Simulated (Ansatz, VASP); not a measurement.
# Cross-check of P between VASP and Ansatz

Wanted: the spread between two codes on one cell, functional and k mesh. The cell is taken from a series of runs on this material, whose earlier steps may have relaxed, scaled, displaced or heated it; both programs get it as it stands.

Program: Ansatz 0.2.0. Level of theory: plane waves, with VASP 6.6.1 beside it; single point at PBEsol. Results are calculated unless marked as measured.

## Step 1: The structure

The cell holds 4 atoms: 4 P. Cell: a = 4.467 Å, b = 3.383 Å, c = 17.131 Å, α = 90.0°, β = 90.0°, γ = 90.0°. It derives from P. As first built, before any earlier steps moved the atoms (in the runner's words): kind sheets cut from a layered crystal; sheets 1; series ['strain P', 2, 'biaxial strain (%)']. Vacuum lies along c.

## Step 2: Ansatz: single point, PBEsol

Ansatz runs on its PAW soft_1 files.

A single point gives forces, pressure and levels at one fixed geometry, so differences don't come from the geometry; what else differs is listed under the comparison.

File input.yaml:

```yaml
crystal:
  lattice:
    - [4.466886, 0.0, 0.0]
    - [0.0, 3.382728, 0.0]
    - [0.0, 0.0, 17.13076816]
  atoms:
    - { symbol: P, position: [0.4146405274, 0.0, 0.5612788622] }
    - { symbol: P, position: [0.0853594726, 0.5, 0.5612788622] }
    - { symbol: P, position: [0.9146405274, 0.5, 0.4387211378] }
    - { symbol: P, position: [0.5853594726, 0.0, 0.4387211378] }
kpoints:
  mp_grid: { grid: [6, 8, 1] }
scf:
  occupations: { method: fermi_dirac, width: 0.02 }
  n_extra_bands: 8
hamiltonian:
  xc: pbesol
  pseudopotentials: { kind: paw, azcp: { folder: soft_1 }, xc_functional: pbe }
output:
  forces: true
  write_potential: true
  volumetric_format: []
  dos:
    projected: true
    de: 0.05
    e_range: [-30, 12]
    method: { smearing: { sigma: 0.12, scheme: gaussian } }
  eigenstates:
    kpoints:
      - [0.5, 0.0, 0.0]
      - [0.45, 0.0, 0.0]
      - [0.4, 0.0, 0.0]
      - [0.35, 0.0, 0.0]
      - [0.3, 0.0, 0.0]
      - [0.25, 0.0, 0.0]
      - [0.2, 0.0, 0.0]
      - [0.15, 0.0, 0.0]
      - [0.1, 0.0, 0.0]
      - [0.05, 0.0, 0.0]
      - [0.0, 0.0, 0.0]
      - [0.0, 0.03571429, 0.0]
      - [0.0, 0.07142857, 0.0]
      - [0.0, 0.10714286, 0.0]
      - [0.0, 0.14285714, 0.0]
      - [0.0, 0.17857143, 0.0]
      - [0.0, 0.21428571, 0.0]
      - [0.0, 0.25, 0.0]
      - [0.0, 0.28571429, 0.0]
      - [0.0, 0.32142857, 0.0]
      - [0.0, 0.35714286, 0.0]
      - [0.0, 0.39285714, 0.0]
      - [0.0, 0.42857143, 0.0]
      - [0.0, 0.46428571, 0.0]
      - [0.0, 0.5, 0.0]
      - [0.05, 0.5, 0.0]
      - [0.1, 0.5, 0.0]
      - [0.15, 0.5, 0.0]
      - [0.2, 0.5, 0.0]
      - [0.25, 0.5, 0.0]
      - [0.3, 0.5, 0.0]
      - [0.35, 0.5, 0.0]
      - [0.4, 0.5, 0.0]
      - [0.45, 0.5, 0.0]
      - [0.5, 0.5, 0.0]
      - [0.5, 0.46428571, 0.0]
      - [0.5, 0.42857143, 0.0]
      - [0.5, 0.39285714, 0.0]
      - [0.5, 0.35714286, 0.0]
      - [0.5, 0.32142857, 0.0]
      - [0.5, 0.28571429, 0.0]
      - [0.5, 0.25, 0.0]
      - [0.5, 0.21428571, 0.0]
      - [0.5, 0.17857143, 0.0]
      - [0.5, 0.14285714, 0.0]
      - [0.5, 0.10714286, 0.0]
      - [0.5, 0.07142857, 0.0]
      - [0.5, 0.03571429, 0.0]
    e_range: [-8.0, 6.0]
    unfold:
      supercell_matrix: [[1, 0, 0], [0, 1, 0], [0, 0, 1]]
      layers:
        axis: 3
        edges: [0.205223, 0.409533, 0.464975, 0.535025, 0.590466, 0.794776]
```

Run with:

```sh
$ ansatz run input.yaml --threads 4 --pin off --max-ram 11264MiB --backend cpu --events-out ev --progress --plain --runs-dir out
```

Numbers of over 12 decimals in the logs are rounded to 6 here.

What it wrote:

```text
scf.n_extra_bands = 8 over 10 filled bands (N_el = 20.0): the run solves 18 bands
Engine: ansatz 0.2.0, aarch64-unknown-linux-gnu
Pseudopotentials: kind: paw
Pseudopotential: P, paw, valence charge 5, recommended cutoff 420 eV (normal), soft_1/P.paw.azcp
Functional definition: PBEsol
  exchange = pbesol_x
  correlation = pbesol_c
Crystal: 4 atoms, lattice volume = 258.850 Å³
Basis set: ecut = 420 eV, 5073 PW (Γ), exchange–correlation on 60×48×240 points (8 copies of the dense FFT grid, shifted against one another)
Bands: 18, of which v1, the nominal top of the filled ones, is band 10 counted from 1 (9 counted from 0)
Symmetry: 8 space group operations
Space group: Pmna (ITA 53), of the structure as read, at distance tolerance 6.4e-5 Å
k-points: 20 of 48
Non-local potential: P, projectors of the file, l = 0: 2, l = 1: 2, l = 2: 1
PAW form: soft (Blöchl's): semilocal exchange-correlation on the pseudo side does not see the compensation charge
PAW frozen core: P, regenerated for the run's functional, and the local potential with it (the file was generated under x = pbe(κ = 0.804, μ = 0.219515), c = pbe(β = 0.066725))
PAW one-centre angular grid: P, 110 points (default); XC on 64 Gauss nodes
Initial density: superposition of atomic densities (neutral atoms: chi_scale 0, normalization atom)
Initial wavefunctions: pseudopotential atomic-orbital guess
Functional: x = pbesol(κ = 0.804, μ = 0.123457), c = pbesol(β = 0.046)
SCF iter   1: F=—  HF=-2960.117190 eV  |F-HF|=—  |Δ(HF+E_count)|=         —  Δρ=2.13e-2  dr2=8.16e-1  ethr=3.10e-3  ⟨swp⟩=11.8  Hψ=3460  notcnv=0
preconditioner: auto → Resta (q_TF=auto, 1.781 Å⁻¹)  ε∞=2.0  [insulator: Δε(μ)=1.088 eV  Ē_g=10.251 eV  σ=0.020 eV  W_gap=1.00  n_scr=18 (ndim 8)  ℏωp=10.3 eV  f_vac=0.609  D(μ)=0.00/eV (n_scr^D=0)  ε∞_Penn≈2.0  vacuum switching on, ρ_ref=7.6e-3 e/Å³]
SCF iter   2: F=—  HF=-2959.930222 eV  |F-HF|=—  |Δ(HF+E_count)|=   1.87e-1  Δρ=1.08e-2  dr2=2.01e-1  ethr=3.10e-3  ⟨swp⟩=1.0  Hψ=520  notcnv=0  defer=3
SCF iter   3: F=—  HF=-2959.878268 eV  |F-HF|=—  |Δ(HF+E_count)|=   5.20e-2  Δρ=5.52e-4  dr2=7.27e-4  ethr=1.00e-3  ⟨swp⟩=3.0  Hψ=581  notcnv=0  defer=57
SCF iter   4: F=—  HF=-2959.878592 eV  |F-HF|=—  |Δ(HF+E_count)|=   3.25e-4  Δρ=1.37e-4  dr2=1.18e-4  ethr=3.63e-6  ⟨swp⟩=3.0  Hψ=763  notcnv=0  defer=60
SCF iter   5: F=—  HF=-2959.878574 eV  |F-HF|=—  |Δ(HF+E_count)|=   1.80e-5  Δρ=3.78e-5  dr2=6.78e-6  ethr=5.90e-7  ⟨swp⟩=2.4  Hψ=454  notcnv=0  defer=60
SCF iter   6: F=—  HF=-2959.878559 eV  |F-HF|=—  |Δ(HF+E_count)|=   1.50e-5  Δρ=1.20e-5  dr2=9.95e-7  ethr=3.39e-8  ⟨swp⟩=2.6  Hψ=553  notcnv=0  defer=60
SCF iter   7: F=-2959.878559 eV  HF=-2959.878559 eV  |F-HF|=1.36e-8  |Δ(HF+E_count)|=   5.61e-8  Δρ=3.70e-6  dr2=6.29e-8  ethr=5.00e-10  ⟨swp⟩=19.4  Hψ=3692  notcnv=0
SCF 1 converged in 7 iterations: F = -2959.878559 eV  dr2 = 6.29e-8
  greatest PAW one-centre occupation: 0.803 electrons in one spin orbital (limit 2), on the P atom at site 3 (counted from 0), in its partial waves of l = 0
NSCF: frozen V_eff on 48 k-points
SCF converged after 7 iterations
Free energy (F): -2959.878559 eV
Harris-Foulkes:  -2959.878559 eV  (|F-HF|=1.36e-8)
Internal energy: -2959.878559 eV  (E = F + TS)
E sigma→0 (E₀):  -2959.878559 eV
Fermi energy:    -0.972214 eV
--- Per-component energies (eV) ---
  E_band       = -152.706168
  E_kinetic    = 271.088344
  E_local      = -4174.533696  (includes V_loc(G=0)·N_el)
  E_nonlocal   = 130.372948
  E_hartree    = 1946.137124
  E_xc         = -286.401018
  E_vxc        = -241.246498  (∫ρ·V_xc dr)
  E_paw        = -2172.648760  (= ΣΔE_a)
  E_vpaw       = -30.666595  (= ΣTr[D̂ρ^β])
  E_aug_tail   = -0.000001  (compensation charges beyond the density's cutoff)
  E_ewald      = 1325.922115
  E_core_change = 0.184385  (= ΣΔE_core)
  E_smearing   = -0.000000  (= −TS)
  E_closure    = 0.000000  (closes the sum)
  Σ components = -2959.878559   (vs F -2959.878559, Δ=0.00e0)
--- Forces (eV/Å), atoms counted from 1 ---
  atom   1  P      0.01238499     0.00000000     0.02890280
  atom   2  P     -0.01238499    -0.00000000     0.02890280
  atom   3  P      0.01238499     0.00000000    -0.02890280
  atom   4  P     -0.01238499    -0.00000000    -0.02890280
  max |Σ_I F_I| component: 5.55e-17 eV/Å
--- Band table (eV; the first three rows and the last of 20) ---
  k-point 0: bands = [... 6 lower, -5.2262, -3.4731, -3.0992, -1.4326, -0.5127, -0.3159, 0.7677, 1.6523, ... 4 higher]
  k-point 1: bands = [... 6 lower, -5.8616, -4.1182, -3.0372, -1.5082, -0.3451, 0.8142, 0.9733, 1.9148, ... 4 higher]
  k-point 2: bands = [... 6 lower, -5.4117, -4.3382, -3.0458, -1.9592, -0.2678, 0.1384, 1.6046, 2.0859, ... 4 higher]
  k-point 19: bands = [... 6 lower, -6.2531, -6.2531, -2.6793, -2.6793, 0.9491, 0.9491, 2.6698, 2.6698, ... 4 higher]
```

In the SCF lines HF is the Harris–Foulkes energy and dr2 the Hartree energy of the density residual, in eV; the loop may stop once dr2 is under the threshold and the program's other checks hold. Hψ counts applications of the Hamiltonian.

## Step 3: VASP: single point, PBEsol

The same cell, functional, mesh and smearing now go to VASP, with its own data sets.

Lines of VASP's logs that name or quote its potential files are left out, and so is its time.

File INCAR:

```
SYSTEM = P
PREC = Accurate
ENCUT = 400
EDIFF = 1E-06
NELM = 120
ISMEAR = -1
SIGMA = 0.02
LREAL = .FALSE.
ALGO = Normal
GGA = PS
NBANDS = 16
LORBIT = 11
LWAVE = .FALSE.
LCHARG = .FALSE.
ISIF = 2
LASPH = .TRUE.
GGA_COMPAT = .FALSE.
EFERMI = MIDGAP
```

File POSCAR:

```
P
1.0
    4.4668860000      0.0000000000      0.0000000000
    0.0000000000      3.3827280000      0.0000000000
    0.0000000000      0.0000000000     17.1307681600
P
4
Direct
    0.4146405274      0.0000000000      0.5612788622
    0.0853594726      0.5000000000      0.5612788622
    0.9146405274      0.5000000000      0.4387211378
    0.5853594726      0.0000000000      0.4387211378
```

File KPOINTS:

```
Automatic mesh
0
Gamma
6 8 1
0 0 0
```

The projector-augmented-wave data sets are P (PBE family, release 64).

Run with:

```sh
$ mpirun -np 1 vasp_std
```

What it wrote:

```text
[banner, memory and clock lines left out]
running    1 mpi-ranks, on    1 nodes
 distrk:  each k-point on    1 cores,    1 groups
 distr:  one band on    1 cores,    1 groups

 POSCAR found type information on POSCAR P
 POSCAR found :  1 types and       4 ions
|                                                                             |
|               ----> ADVICE to this user running VASP <----                  |
|                                                                             |
|     You enforced a specific xc type in the INCAR file but a different       |
|     [... a line on the potential file left out ...]
|     I HOPE YOU KNOW WHAT YOU ARE DOING!                                     |
|                                                                             |

 LDA part: xc-table for (Slater+PW92), standard interpolation
 POSCAR, INCAR and KPOINTS ok, starting setup
 FFT: planning ... GRIDC
 FFT: planning ... GRID_SOFT
 FFT: planning ... GRID
 WAVECAR not read
 entering main loop
       N       E                     dE             d eps       ncg     rms          rms(c)
DAV:   1     0.111539622367E+03    0.11154E+03   -0.58183E+03   640   0.732E+02
DAV:   2    -0.109713809179E+02   -0.12251E+03   -0.11741E+03   936   0.155E+02
DAV:   3    -0.227779268260E+02   -0.11807E+02   -0.11754E+02   888   0.554E+01
DAV:   4    -0.230094664566E+02   -0.23154E+00   -0.23130E+00   920   0.952E+00
DAV:   5    -0.230141229394E+02   -0.46565E-02   -0.46560E-02   976   0.123E+00    0.981E+00
DAV:   6    -0.228660338238E+02    0.14809E+00   -0.73043E-02   872   0.144E+00    0.574E+00
DAV:   7    -0.227942662011E+02    0.71768E-01   -0.13338E-01   816   0.196E+00    0.251E-01
DAV:   8    -0.227941841875E+02    0.82014E-04   -0.86554E-03   848   0.593E-01    0.131E-01
DAV:   9    -0.227940943790E+02    0.89809E-04   -0.44040E-04  1064   0.126E-01    0.108E-01
DAV:  10    -0.227938638023E+02    0.23058E-03   -0.38403E-04   848   0.933E-02    0.719E-02
DAV:  11    -0.227937964279E+02    0.67374E-04   -0.11530E-04   896   0.488E-02    0.185E-02
DAV:  12    -0.227939861181E+02   -0.18969E-03   -0.26849E-04   784   0.603E-02    0.110E-02
DAV:  13    -0.227940257973E+02   -0.39679E-04   -0.73247E-06   888   0.145E-02    0.674E-03
DAV:  14    -0.227940818071E+02   -0.56010E-04   -0.15797E-05   808   0.164E-02    0.709E-03
DAV:  15    -0.227940741524E+02    0.76546E-05   -0.39899E-06   776   0.666E-03    0.375E-03
DAV:  16    -0.227941494524E+02   -0.75300E-04   -0.46141E-06   656   0.656E-03    0.199E-03
DAV:  17    -0.227941748471E+02   -0.25395E-04   -0.13778E-06   680   0.355E-03    0.198E-03
DAV:  18    -0.227941939706E+02   -0.19123E-04   -0.17053E-06   640   0.336E-03    0.793E-04
DAV:  19    -0.227941956078E+02   -0.16372E-05   -0.87353E-08   648   0.914E-04    0.429E-04
DAV:  20    -0.227941966077E+02   -0.99991E-06   -0.62526E-08   576   0.664E-04
   1 F= -.22794197E+02 E0= -.22794197E+02  d E =-.285196E-11
```

Parts of OUTCAR (step 3):

```text
ion  position               nearest neighbor table
   1  0.415  0.000  0.561-   4 2.23   2 2.24   2 2.24
   2  0.085  0.500  0.561-   3 2.23   1 2.24   1 2.24
   3  0.915  0.500  0.439-   2 2.23   4 2.24   4 2.24
   4  0.585  0.000  0.439-   1 2.23   3 2.24   3 2.24

  LATTYP: Found a simple orthorhombic cell.
 ALAT       =     3.3827280000
 B/A-ratio  =     1.3204981305
 C/A-ratio  =     5.0641872950

 Subroutine GETGRP returns: Found  8 space group operations
 (whereof  4 operations were pure point group operations)

The static configuration has the point symmetry C_2h.
 The point group associated with its full space group is D_2h.

 Found     20 irreducible k-points:

   k-points           NKPTS =     20   k-points in BZ     NKDIM =     20   number of bands    NBANDS=     16

   dimension x,y,z NGX =    30 NGY =   24 NGZ =  112
   dimension x,y,z NGXF=    60 NGYF=   48 NGZF=  224

   ENCUT  =  400.0 eV  29.40 Ry    5.42 a.u.   7.28  5.52 27.94*2*pi/ulx,y,z

   NELECT =      20.0000    total number of electrons

 k-points in reciprocal lattice and weights: Automatic mesh
   0.00000000  0.00000000  0.00000000       0.021
   0.16666667  0.00000000  0.00000000       0.042
   0.33333333  0.00000000  0.00000000       0.042
   0.50000000  0.00000000  0.00000000       0.021
   0.00000000  0.12500000  0.00000000       0.042
   0.16666667  0.12500000  0.00000000       0.083
   0.33333333  0.12500000  0.00000000       0.083
   0.50000000  0.12500000  0.00000000       0.042
   0.00000000  0.25000000  0.00000000       0.042
[...]
0.33333333  0.50000000  0.00000000       0.042
   0.50000000  0.50000000  0.00000000       0.021

 average (electrostatic) potential at core
       1 -90.6346       2 -90.6346       3 -90.6346       4 -90.6346

 E-fermi :  -1.2631

 k-point     1 :       0.0000    0.0000    0.0000
  band No.  band energies     occupation
    ...
      6      -6.2391      2.00000
      7      -5.5038      2.00000
      8      -3.7475      2.00000
      9      -3.3949      2.00000
     10      -1.7311      2.00000
     11      -0.7950      0.00000
     12      -0.5824      0.00000
     13       0.5136      0.00000
     14       1.3789      0.00000
     15       2.7955      0.00000
    ...

 k-point     2 :       0.1667    0.0000    0.0000
  band No.  band energies     occupation
    ...
      6      -5.7246      2.00000
      7      -5.3865      2.00000
      8      -3.8406      2.00000
      9      -2.7601      2.00000
     10      -2.5305      2.00000
     11      -0.4475      0.00000
     12      -0.0889      0.00000
     13       0.1959      0.00000
     14       1.2241      0.00000
     15       3.0048      0.00000
    ...

 k-point     3 :       0.3333    0.0000    0.0000
  band No.  band energies     occupation
    ...
      6      -5.0575      2.00000
      7      -4.4229      2.00000
      8      -4.1376      2.00000
      9      -3.6450      2.00000
     10      -2.0600      2.00000
     11      -0.2844      0.00000
     12      -0.1239      0.00000
     13       0.9527      0.00000
     14       1.1329      0.00000
     15       2.3226      0.00000
    ...

  Total       -0.7162413     -2.8584185      0.0444005      0.0000000      0.0000000      0.0000000
  in kB       -4.4332391    -17.6924350      0.2748208      0.0000000      0.0000000      0.0000000
  external PRESSURE =      -7.2836178 kB  Pullay stress =       0.0000000 kB

  energy-cutoff  :      400.00
  volume of cell :      258.85
      direct lattice vectors                 reciprocal lattice vectors
     4.466886000  0.000000000  0.000000000     0.223869604  0.000000000  0.000000000
     0.000000000  3.382728000  0.000000000     0.000000000  0.295619394  0.000000000
     0.000000000  0.000000000 17.130768160     0.000000000  0.000000000  0.058374498

 POSITION                                       TOTAL-FORCE (eV/Angst)
 -----------------------------------------------------------------------------------
      1.85215      0.00000      9.61514         0.002077     -0.000000      0.012438
      0.38129      1.69136      9.61514        -0.002077      0.000000      0.012438
      4.08559      1.69136      7.51563         0.002077      0.000000     -0.012438
      2.61473      0.00000      7.51563        -0.002077      0.000000     -0.012438
 -----------------------------------------------------------------------------------
    total drift:                               -0.000000      0.000000     -0.000000

  FREE ENERGIE OF THE ION-ELECTRON SYSTEM (eV)
  ---------------------------------------------------
  free  energy   TOTEN  =       -22.7941966077 eV

  energy  without entropy=      -22.7941966077  energy(sigma->0) =      -22.79419661

 total charge
# of ion       s       p       d       tot
------------------------------------------
    1        1.077   1.368   0.000   2.445
    2        1.077   1.368   0.000   2.445
    3        1.077   1.368   0.000   2.445
    4        1.077   1.368   0.000   2.445
--------------------------------------------------
tot          4.308   5.471   0.000   9.778

[... 3 further parts left out ...]
```

## Step 4: Differences

Known differences besides the potentials themselves: the cutoff is 420 eV in Ansatz and 400 eV in VASP; Ansatz makes its cores anew for this functional, VASP keeps those of its PBE data sets. Total energies have different zeros and are not compared.

The two programs side by side:

| quantity | Ansatz | VASP | difference |
| --- | --- | --- | --- |
| gap on the k mesh (eV) | 0.920 | 0.936 | -0.016 |

At this near-relaxed geometry the largest component of a force difference is 16 meV/Å. A gap on the mesh is an upper bound, since the band edges may lie between its points. With vacuum in the cell, a pressure given here is an average over mostly empty space and none of the material.

## Step 5: Outcome

```
difference in gap on the k mesh (single point, PBEsol) : -0.016 eV
r.m.s. force difference (single point, PBEsol)         : 11 meV/Å
```

In words: The r.m.s. force difference is 11 meV/Å (single point, PBEsol), within the 12 meV/Å picked in this series as the mark of a large difference. 1 further run of this series is not shown here. How closely two codes agree says nothing of how well the functional describes the real material.

[Lines on the potential files, build, host, timing and source positions are cut from VASP's logs without a mark.]

[Logs are printed without paths, hosts, clocks, repeated set-up lines and the standing remarks that a program may print on its own settings, such as how far it seeks lower states.]

[Hosts, paths, dates, database ids (printed as entryN), source tags and the programs' standing remarks are cut or masked in the printed files.]
